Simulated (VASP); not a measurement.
Given:

```
Cu5Tm
1.0
    0.00000     3.43891     3.43891
    3.43891     0.00000     3.43891
    3.43891     3.43891     0.00000
Tm Cu
1 5
Direct
  0.00000   0.00000   0.00000
  0.25000   0.25000   0.25000
  0.62406   0.62406   0.62406
  0.12783   0.62406   0.62406
  0.62406   0.62406   0.12783
  0.62406   0.12783   0.62406
```

Level of theory: PBEsol GGA, VASP's PBE PAW potentials (set 64) (plane waves; VASP). Settings: 400 eV cut-off, Gaussian smearing of 0.050 eV, potentials Tm_3 Cu.

The 4f electrons are frozen in the core of the lanthanide potential, so 4f levels, which can set the real gap, and their magnetism are missing.

Q: Give the energies of bands 22 to 35 at the high-symmetry points, in eV from the Fermi level.

A: 
```json
[
 {"band": "22", "Γ": "-2.52", "X": "-2.60", "U": "-2.74", "L": "-2.60", "W": "-2.79"},
 {"band": "23", "Γ": "-2.52", "X": "-2.57", "U": "-2.74", "L": "-2.46", "W": "-2.73"},
 {"band": "24", "Γ": "-2.38", "X": "-2.54", "U": "-2.45", "L": "-2.46", "W": "-2.45"},
 {"band": "25", "Γ": "-2.38", "X": "-2.54", "U": "-2.41", "L": "-2.44", "W": "-2.39"},
 {"band": "26", "Γ": "-2.38", "X": "-2.50", "U": "-2.33", "L": "-2.44", "W": "-2.33"},
 {"band": "27", "Γ": "-1.69", "X": "-2.29", "U": "-2.27", "L": "-2.32", "W": "-2.28"},
 {"band": "28", "Γ": "-1.69", "X": "-2.29", "U": "-2.24", "L": "-2.24", "W": "-2.19"},
 {"band": "29", "Γ": "-1.69", "X": "-2.16", "U": "-2.15", "L": "-2.24", "W": "-2.04"},
 {"band": "30", "Γ": "-0.53", "X": "-2.04", "U": "-2.01", "L": "-1.69", "W": "-1.93"},
 {"band": "31", "Γ": "-0.53", "X": "-1.47", "U": "-1.85", "L": "-0.13", "W": "-1.79"},
 {"band": "32", "Γ": "-0.53", "X": "0.06", "U": "-0.42", "L": "0.07", "W": "-1.50"},
 {"band": "33", "Γ": "-0.27", "X": "0.06", "U": "0.10", "L": "0.07", "W": "1.27"},
 {"band": "34", "Γ": "1.24", "X": "0.62", "U": "2.37", "L": "2.15", "W": "2.20"},
 {"band": "35", "Γ": "1.24", "X": "2.72", "U": "2.69", "L": "2.15", "W": "2.35"}
]
```

It has no gap at this level: it comes out as a metal or semimetal.

The structure comes from a computed database's TmCu5 entry (F-43m); how it stands against other phases isn't given here. It was relaxed first.
